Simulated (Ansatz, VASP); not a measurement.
# ZnIF in two plane-wave programs

Wanted: the spread between two codes on one cell, functional and k mesh. The structure shown is the start of the Ansatz relaxation below; VASP solves that cell, so the two are compared at the walk's first step.

Method: plane waves, with VASP 6.6.1 beside it; single point at PBE, in Ansatz 0.2.0.

## Step 1: Set-up

The cell holds 3 atoms: 1 Zn, 1 F and 1 I. Its edges and angles: a = 3.114 Å, b = 3.114 Å, c = 32.300 Å, α = 90.0°, β = 90.0°, γ = 120.0°. Vacuum lies along c.

## Step 2: Ansatz: relaxation, PBE

Ansatz runs on its default PAW (the set named soft_2) files.

The two programs are compared at the cell with which this relaxation starts, whose forces are those of its first step.

input.yaml reads:

```yaml
crystal:
  lattice:
    - [3.11431418, 0.0, 0.0]
    - [-1.55715709, 2.6970751952, 0.0]
    - [0.0, 0.0, 32.3]
  atoms:
    - { symbol: Zn, position: [0.0, 0.0, 0.5] }
    - { symbol: F, position: [0.3333333333, 0.6666666667, 0.5391784608] }
    - { symbol: I, position: [0.6666666667, 0.3333333333, 0.4608215392] }
  periodic: [true, true, false]
kpoints:
  mp_grid: { grid: [9, 9, 1] }
hamiltonian:
  xc: pbe
scf:
  occupations: { method: fermi_dirac, width: 0.02 }
relax:
  f_tol: 0.01
  max_steps: 100
  cell: {}
```

Run with:

```
$ ansatz run input.yaml --threads 4 --pin off --max-ram 13824MiB --backend cpu --events-out ev --progress --plain --runs-dir out
```

Numbers of over 12 decimals in the logs are rounded to 6 here.

The log of the run:

```text
Engine: ansatz 0.2.0, aarch64-unknown-linux-gnu
Pseudopotentials: kind: paw
Pseudopotential: Zn, paw, valence charge 12, recommended cutoff 420 eV (normal), Zn.paw.azcp
Pseudopotential: F, paw, valence charge 7, recommended cutoff 420 eV (normal), F.paw.azcp
Pseudopotential: I, paw, valence charge 17, recommended cutoff 420 eV (normal), I.paw.azcp
Functional definition: PBE
  parameter kappa = 0.804
  parameter beta = 0.066725
  exchange = pbe_x(kappa = kappa, mu = beta*pi^2/3)
  correlation = pbe_c(beta = beta)
Crystal: 3 atoms, lattice volume = 271.305 Å³
Basis set: ecut = 420 eV, 5255 PW (Γ), exchange–correlation on 48×48×432 points (8 copies of the dense FFT grid, shifted against one another)
Bands: 22, of which v1, the nominal top of the filled ones, is band 18 counted from 1 (17 counted from 0)
Symmetry: 6 space group operations
Space group: P3m1 (ITA 156), of the structure as read, at distance tolerance 6.5e-5 Å
k-points: 12 of 81 (time reversal used)
Non-local potential: Zn, projectors of the file, l = 0: 2, l = 1: 2, l = 2: 3, l = 3: 1
Non-local potential: F, projectors of the file, l = 0: 2, l = 1: 2, l = 2: 1
Non-local potential: I, projectors of the file, l = 0: 2, l = 1: 2, l = 2: 2, l = 3: 2
PAW form: soft (Blöchl's): semilocal exchange-correlation on the pseudo side does not see the compensation charge
PAW one-centre angular grid: Zn, 590 points (default); XC on 64 Gauss nodes
PAW one-centre angular grid: F, 110 points (default); XC on 64 Gauss nodes
PAW one-centre angular grid: I, 590 points (default); XC on 64 Gauss nodes
Initial density: superposition of atomic densities (neutral atoms: chi_scale 0, normalization atom), corrected by the library's trained network
Initial wavefunctions: pseudopotential atomic-orbital guess
Functional: x = pbe(κ = 0.804, μ = 0.219515), c = pbe(β = 0.066725)
SCF iter   1: F=—  HF=-11635.654296 eV  |F-HF|=—  |Δ(HF+E_count)|=         —  Δρ=3.69e-3  dr2=1.34e-1  ethr=1.77e-3  ⟨swp⟩=20.8  Hψ=2985  notcnv=0
preconditioner: auto → Resta (q_TF=auto, 1.948 Å⁻¹)  ε∞=1.8  [insulator: Δε(μ)=1.154 eV  Ē_g=13.140 eV  σ=0.020 eV  W_gap=1.00  n_scr=20 (ndim 8)  ℏωp=11.5 eV  f_vac=0.815  D(μ)=0.00/eV (n_scr^D=0)  ε∞_Penn≈1.8  vacuum switching on, ρ_ref=1.3e-2 e/Å³]
SCF iter   2: F=—  HF=-11635.643743 eV  |F-HF|=—  |Δ(HF+E_count)|=   1.06e-2  Δρ=3.72e-3  dr2=8.72e-2  ethr=3.74e-4  ⟨swp⟩=5.8  Hψ=834  notcnv=0
SCF iter   3: F=—  HF=-11635.629968 eV  |F-HF|=—  |Δ(HF+E_count)|=   1.38e-2  Δρ=9.69e-4  dr2=5.87e-3  ethr=2.42e-4  ⟨swp⟩=5.8  Hψ=618  notcnv=0
SCF iter   4: F=—  HF=-11635.630147 eV  |F-HF|=—  |Δ(HF+E_count)|=   1.78e-4  Δρ=5.83e-4  dr2=1.10e-3  ethr=1.63e-5  ⟨swp⟩=4.2  Hψ=758  notcnv=0
SCF iter   5: F=—  HF=-11635.630148 eV  |F-HF|=—  |Δ(HF+E_count)|=   1.37e-6  Δρ=2.37e-4  dr2=8.23e-5  ethr=3.06e-6  ⟨swp⟩=3.6  Hψ=641  notcnv=0
SCF iter   6: F=—  HF=-11635.630134 eV  |F-HF|=—  |Δ(HF+E_count)|=   1.39e-5  Δρ=1.15e-4  dr2=2.99e-5  ethr=2.29e-7  ⟨swp⟩=3.8  Hψ=689  notcnv=0
SCF iter   7: F=—  HF=-11635.630130 eV  |F-HF|=—  |Δ(HF+E_count)|=   3.54e-6  Δρ=2.47e-5  dr2=1.48e-6  ethr=8.31e-8  ⟨swp⟩=3.6  Hψ=545  notcnv=0
SCF iter   8: F=—  HF=-11635.630131 eV  |F-HF|=—  |Δ(HF+E_count)|=   8.29e-7  Δρ=1.57e-5  dr2=4.16e-7  ethr=4.10e-9  ⟨swp⟩=3.7  Hψ=670  notcnv=0
SCF iter   9: F=-11635.630132 eV  HF=-11635.630132 eV  |F-HF|=1.90e-8  |Δ(HF+E_count)|=   2.95e-7  Δρ=3.55e-6  dr2=3.11e-8  ethr=2.78e-10  ⟨swp⟩=5.9  Hψ=1600  notcnv=0
SCF 1 converged in 9 iterations: F = -11635.630132 eV  dr2 = 3.11e-8
  greatest PAW one-centre occupation: 0.999 electrons in one spin orbital (limit 2), on the I atom at site 2 (counted from 0), in its partial waves of l = 2
relax step   1: F+E_penalty+E_count = -11635.63013161 eV  Δ(F+E_penalty+E_count) = +0.000e0 eV  max|allowed force component| = 1.067e1 eV/Å  Δτ_max = 0.0000 Å  P = +45.319 N/m  Ω = 271.305 Å³  fix = [c, alpha, beta]  reactions: c +0.000 N/m  (9 SCF iters, dr2 threshold 1.00e-7 eV, accepted)
[...]
relax step  11: F+E_penalty+E_count = -11640.79515309 eV  Δ(F+E_penalty+E_count) = -1.442e-2 eV  max|allowed force component| = 4.307e-3 eV/Å  Δτ_max = 0.0000 Å  P = +0.108 N/m  Ω = 392.897 Å³  fix = [c, alpha, beta]  reactions: c +0.000 N/m  stress off target by 1.08e-1 N/m on what of the cell is left free  SCF on the basis re-selected at this cell (its energy is not comparable with the rows above)  (10 SCF iters)
[...]
relax step  12: F+E_penalty+E_count = -11640.79501118 eV  Δ(F+E_penalty+E_count) = +1.419e-4 eV  max|allowed force component| = 2.064e-3 eV/Å  Δτ_max = 0.0021 Å  P = +0.017 N/m  Ω = 394.120 Å³  energy of the carried Pulay correction = -2.911e-4 eV  fix = [c, alpha, beta]  reactions: c +0.000 N/m  (6 SCF iters, dr2 threshold 1.86e-8 eV, accepted)
[...]
relax step  13: F+E_penalty+E_count = -11640.79533336 eV  Δ(F+E_penalty+E_count) = -3.222e-4 eV  max|allowed force component| = 2.093e-3 eV/Å  Δτ_max = 0.0000 Å  P = +0.019 N/m  Ω = 394.120 Å³  fix = [c, alpha, beta]  reactions: c +0.000 N/m  stress off target by 1.86e-2 N/m on what of the cell is left free  SCF on the basis re-selected at this cell (its energy is not comparable with the rows above)  (8 SCF iters)
basis re-selected at this cell: Δ(F+E_penalty+E_count) = -3.222e-4 eV, ΔP = +0.001 N/m vs the last step (what re-selecting the basis moved, of the pressure what is left beyond the Pulay correction that the steps carried, after the strain that the cell walked since its last selection, with what the two solves' SCF thresholds leave and, on support functions, any second-order correction that the steps lacked; it is no m [...]
SCF converged after 8 iterations
Free energy (F): -11640.795333 eV
Harris-Foulkes:  -11640.795333 eV  (|F-HF|=3.84e-8)
Internal energy: -11640.795333 eV  (E = F + TS)
E sigma→0 (E₀):  -11640.795333 eV
Fermi energy:    -4.753664 eV
--- Per-component energies (eV) ---
  E_band       = -816.474896
  E_kinetic    = 524.235676
  E_local      = -69145.433058  (includes V_loc(G=0)·N_el)
  E_nonlocal   = 602.311804
  E_hartree    = 34185.599666
  E_xc         = -342.746019
  E_vxc        = -279.826062  (∫ρ·V_xc dr)
  E_paw        = -6849.984853  (= ΣΔE_a)
  E_vpaw       = -888.964550  (= ΣTr[D̂ρ^β])
  E_aug_tail   = 0.001722  (compensation charges beyond the density's cutoff)
  E_ewald      = 29385.219727
  E_smearing   = -0.000000  (= −TS)
  E_closure    = 0.000000  (closes the sum)
  Σ components = -11640.795333   (vs F -11640.795333, Δ=0.00e0)
--- Forces (eV/Å), atoms counted from 1 ---
  atom   1  Zn     0.00000000    -0.00000000    -0.00099861
  atom   2  F     -0.00000000     0.00000000    -0.00109390
  atom   3  I      0.00000000    -0.00000000     0.00209277
  max |Σ_I F_I| component: 2.59e-7 eV/Å
--- 2D stress c σ (N/m, compression-positive) ---
        0.018594      -0.000000      -0.000000
       -0.000000       0.018594      -0.000000
       -0.000000      -0.000000       0.000000
  P = ½ c Tr σ = 0.0186 N/m
--- Relaxed structure (10 steps of the walk, 10 accepted, 3 SCFs on fresh bases) ---
  F+E_penalty+E_count = -11640.79533336 eV   max|allowed force component| = 2.093e-3 eV/Å   (the final SCF, on the basis selected at the relaxed cell)
  cell:  # Å, volume = 394.1200 Å³
    - [3.753597, 0, 0]
    - [-1.876799, 3.250711, 0]
    - [0, 0, 32.3]
  atoms:
    - { symbol: Zn, position: [6.90797401597833e-18, 0, 0.508999] }
    - { symbol: F, position: [0.333333, 0.666667, 0.534277] }
    - { symbol: I, position: [0.666667, 0.333333, 0.456724] }
```

## Step 3: VASP: single point, PBE, start cell

The same cell, functional, mesh and smearing now go to VASP, with its own data sets.

Lines of VASP's logs that name or quote its potential files are left out, and so is its time.

INCAR reads:

```
SYSTEM = ZnIF
PREC = Accurate
ENCUT = 520
EDIFF = 1E-06
NELM = 120
ISMEAR = -1
SIGMA = 0.02
LREAL = .FALSE.
ALGO = Normal
GGA = PE
NBANDS = 19
LORBIT = 11
LWAVE = .FALSE.
LCHARG = .FALSE.
ISIF = 2
LDIPOL = .TRUE.
IDIPOL = 3
DIPOL = 0.5 0.5 0.5
LVHAR = .TRUE.
LASPH = .TRUE.
GGA_COMPAT = .FALSE.
EFERMI = MIDGAP
NELMDL = -8
```

POSCAR reads:

```
ZnIF
1.0
    3.1143140000      0.0000000000      0.0000000000
   -1.5571570000      2.6970750000      0.0000000000
    0.0000000000      0.0000000000     32.3000000000
Zn F I
1 1 1
Direct
    0.0000000000      0.0000000000      0.5000000000
    0.3333333333      0.6666666667      0.5391784520
    0.6666666667      0.3333333333      0.4608215480
```

KPOINTS reads:

```
Automatic mesh
0
Gamma
9 9 1
0 0 0
```

Potentials, in the order of the species: Zn, F and I (PBE family, release 64).

Run with:

```
$ mpirun -np 1 vasp_std
```

The log of the run:

```text
[banner, memory and clock lines left out]
running    1 mpi-ranks, on    1 nodes
 distrk:  each k-point on    1 cores,    1 groups
 distr:  one band on    1 cores,    1 groups

 POSCAR found type information on POSCAR ZnF I
 POSCAR found :  3 types and       3 ions
 LDA part: xc-table for (Slater+PW92), standard interpolation
 POSCAR, INCAR and KPOINTS ok, starting setup
 FFT: planning ... GRIDC
 FFT: planning ... GRID_SOFT
 FFT: planning ... GRID
 WAVECAR not read
 entering main loop
       N       E                     dE             d eps       ncg     rms          rms(c)
DAV:   1     0.226972754612E+03    0.22697E+03   -0.99584E+03   464   0.104E+03
DAV:   2     0.219669431638E+02   -0.20501E+03   -0.19592E+03   656   0.242E+02
DAV:   3    -0.342850001375E+01   -0.25395E+02   -0.25336E+02   550   0.105E+02
DAV:   4    -0.395661548461E+01   -0.52812E+00   -0.52770E+00   668   0.170E+01
DAV:   5    -0.396387598825E+01   -0.72605E-02   -0.72601E-02   659   0.160E+00
DAV:   6    -0.396397079465E+01   -0.94806E-04   -0.94805E-04   671   0.127E-01
DAV:   7    -0.396397205983E+01   -0.12652E-05   -0.12652E-05   694   0.139E-02
DAV:   8    -0.396397208160E+01   -0.21769E-07   -0.21696E-07   546   0.132E-03    0.198E+01
DAV:   9    -0.247824491338E+01    0.14857E+01   -0.35485E+00   746   0.682E+01    0.129E+01
DAV:  10    -0.259348342502E+01   -0.11524E+00   -0.30124E+00   507   0.125E+01    0.380E+00
DAV:  11    -0.255459609182E+01    0.38887E-01   -0.16595E+00   517   0.104E+01    0.179E+00
DAV:  12    -0.249733489251E+01    0.57261E-01   -0.44597E-01   633   0.754E+00    0.355E-01
DAV:  13    -0.250010906807E+01   -0.27742E-02   -0.32522E-02   514   0.133E+00    0.393E-01
DAV:  14    -0.249913427352E+01    0.97479E-03   -0.26212E-03   587   0.367E-01    0.382E-01
[...]
DAV:  22    -0.249953690155E+01   -0.20737E-04   -0.11457E-05   518   0.224E-02    0.101E-02
DAV:  23    -0.249954417104E+01   -0.72695E-05   -0.29782E-06   417   0.162E-02    0.589E-03
DAV:  24    -0.249955447791E+01   -0.10307E-04   -0.18579E-06   434   0.960E-03    0.230E-03
DAV:  25    -0.249955874394E+01   -0.42660E-05   -0.25172E-07   436   0.386E-03    0.133E-03
DAV:  26    -0.249956396020E+01   -0.52163E-05   -0.18229E-07   399   0.426E-03    0.426E-04
DAV:  27    -0.249956557356E+01   -0.16134E-05   -0.10522E-07   421   0.335E-03    0.704E-04
DAV:  28    -0.249956669432E+01   -0.11208E-05   -0.33004E-08   416   0.164E-03    0.315E-04
DAV:  29    -0.249956715937E+01   -0.46505E-06   -0.10910E-08   396   0.621E-04
   1 F= -.24995672E+01 E0= -.24995672E+01  d E =-.951319E-10
```

Parts of OUTCAR (step 3):

```text
ion  position               nearest neighbor table
   1  0.000  0.000  0.500-   2 2.20   3 2.20   3 2.20   2 2.20   3 2.20   2 2.20
   2  0.333  0.667  0.539-   1 2.20   1 2.20   1 2.20
   3  0.667  0.333  0.461-   1 2.20   1 2.20   1 2.20

  LATTYP: Found a hexagonal cell.
 ALAT       =     3.1143140000
 C/A-ratio  =    10.3714654335

 Subroutine GETGRP returns: Found  6 space group operations
 (whereof  6 operations were pure point group operations)

The static configuration has the point symmetry C_3v.

 Found     12 irreducible k-points:

   k-points           NKPTS =     12   k-points in BZ     NKDIM =     12   number of bands    NBANDS=     19

   dimension x,y,z NGX =    24 NGY =   24 NGZ =  240
   dimension x,y,z NGXF=    48 NGYF=   48 NGZF=  480

   ENCUT  =  520.0 eV  38.22 Ry    6.18 a.u.   5.79  5.79 60.06*2*pi/ulx,y,z

   NELECT =      26.0000    total number of electrons

 k-points in reciprocal lattice and weights: Automatic mesh
   0.00000000  0.00000000  0.00000000       0.012
   0.11111111  0.00000000  0.00000000       0.074
   0.22222222  0.00000000  0.00000000       0.074
   0.33333333  0.00000000  0.00000000       0.074
   0.44444444  0.00000000  0.00000000       0.074
   0.11111111  0.11111111  0.00000000       0.074
   0.22222222  0.11111111  0.00000000       0.148
   0.33333333  0.11111111  0.00000000       0.148
   0.44444444  0.11111111  0.00000000       0.074
   0.22222222  0.22222222  0.00000000       0.074
   0.33333333  0.22222222  0.00000000       0.148
   0.33333333  0.33333333  0.00000000       0.025

 dipolmoment           0.000000      0.000000      0.190169 electrons x Angstroem

 average (electrostatic) potential at core
       1 -44.0243       2 -82.4006       3-100.5812

 E-fermi :  -1.8870

 k-point     1 :       0.0000    0.0000    0.0000
  band No.  band energies     occupation
    ...
      9      -7.0067      2.00000
     10      -6.6864      2.00000
     11      -6.6864      2.00000
     12      -2.2787      2.00000
     13      -2.2787      2.00000
     14      -1.4952      0.00000
     15      -0.0236      0.00000
     16       0.3585      0.00000
     17       1.1174      0.00000
     18       2.1262      0.00000
    ...

 k-point     2 :       0.1111    0.0000    0.0000
  band No.  band energies     occupation
    ...
      9      -6.9662      2.00000
     10      -6.9064      2.00000
     11      -6.7493      2.00000
     12      -3.8865      2.00000
     13      -2.7904      2.00000
     14      -1.1695      0.00000
     15       0.2558      0.00000
     16       0.6410      0.00000
     17       1.3839      0.00000
     18       2.3780      0.00000
    ...

 k-point     3 :       0.2222    0.0000    0.0000
  band No.  band energies     occupation
    ...
      9      -7.6577      2.00000
     10      -6.9376      2.00000
     11      -6.8641      2.00000
     12      -6.2435      2.00000
     13      -3.7292      2.00000
     14      -0.3439      0.00000
     15       1.0062      0.00000
     16       1.2830      0.00000
     17       1.6219      0.00000
     18       2.1348      0.00000
    ...

  Total       23.9510258     23.9510251     12.1475806      0.0000000      0.0000000      0.0000000
  in kB      141.4414684    141.4414643     71.7368709      0.0000000      0.0000000      0.0000000
  external PRESSURE =     118.2066012 kB  Pullay stress =       0.0000000 kB

  energy-cutoff  :      520.00
  volume of cell :      271.31
      direct lattice vectors                 reciprocal lattice vectors
     3.114314000  0.000000000  0.000000000     0.321098001  0.185386020  0.000000000
    -1.557157000  2.697075000  0.000000000     0.000000000  0.370772040  0.000000000
     0.000000000  0.000000000 32.300000000     0.000000000  0.000000000  0.030959752

 POSITION                                       TOTAL-FORCE (eV/Angst)
 -----------------------------------------------------------------------------------
      0.00000      0.00000     16.15000         0.000000     -0.000000     10.725461
     -0.00000      1.79805     17.41546         0.000000      0.000000     -0.549455
      1.55716      0.89902     14.88454        -0.000000      0.000000    -10.176005
 -----------------------------------------------------------------------------------
    total drift:                               -0.000001      0.000001     -0.001530

  FREE ENERGIE OF THE ION-ELECTRON SYSTEM (eV)
  ---------------------------------------------------
  free  energy   TOTEN  =        -2.4995671594 eV

  energy  without entropy=       -2.4995671593  energy(sigma->0) =       -2.49956716

 vacuum level on the upper side and lower side of the slab         4.040        -0.057

 total charge
# of ion       s       p       d       tot
------------------------------------------
    1        0.591   0.760   9.981  11.332
    2        1.744   4.299   0.000   6.043
    3        1.542   3.118   0.154   4.814
--------------------------------------------------
tot          3.877   8.177  10.135  22.189

[... 3 further parts left out ...]
```

## Step 4: Differences

Known differences besides the potentials themselves: Ansatz cuts the interaction across the vacuum, VASP repeats the sheet with a dipole correction; the data sets hold 36 valence electrons in Ansatz (on its default PAW (the set named soft_2) files) and 26 in VASP; the cutoff is 420 eV in Ansatz and 520 eV in VASP. Total energies have different zeros and are not compared.

Forces (eV/Å; atoms numbered as in POSCAR):

| atom | Ansatz x, y, z | VASP x, y, z |
| --- | --- | --- |
| Zn1 | 0.000, 0.000, 10.672 | 0.000, 0.000, 10.725 |
| F2 | 0.000, 0.000, -0.574 | 0.000, 0.000, -0.549 |
| I3 | 0.000, 0.000, -10.098 | 0.000, 0.000, -10.176 |

The forces differ by 33 meV/Å r.m.s., which is 0.7 % of the r.m.s. force of 4.932 eV/Å (both taken over all components). With vacuum in the cell, a pressure given here is an average over mostly empty space and none of the material.

## Step 5: Outcome

| Item | Value |
| --- | --- |
| r.m.s. force difference (single point, PBE, start cell) | 0.66 % of the r.m.s. force |

The r.m.s. force difference is 0.66 % of the r.m.s. force (single point, PBE, start cell), within the 3 % picked in this series as the mark of a large difference. The data sets hold unlike numbers of valence electrons (36 in Ansatz and 26 in VASP), so part of the differences comes from the potentials. 1 further run of this series is not shown here. How closely two codes agree says nothing of how well the functional describes the real material.

[Lines on the potential files, build, host, timing and source positions are cut from VASP's logs without a mark.]

[Logs are printed without paths, hosts, clocks, repeated set-up lines and the standing remarks that a program may print on its own settings, such as how far it seeks lower states.]

[Hosts, paths, dates, database ids (printed as entryN), source tags and the programs' standing remarks are cut or masked in the printed files.]
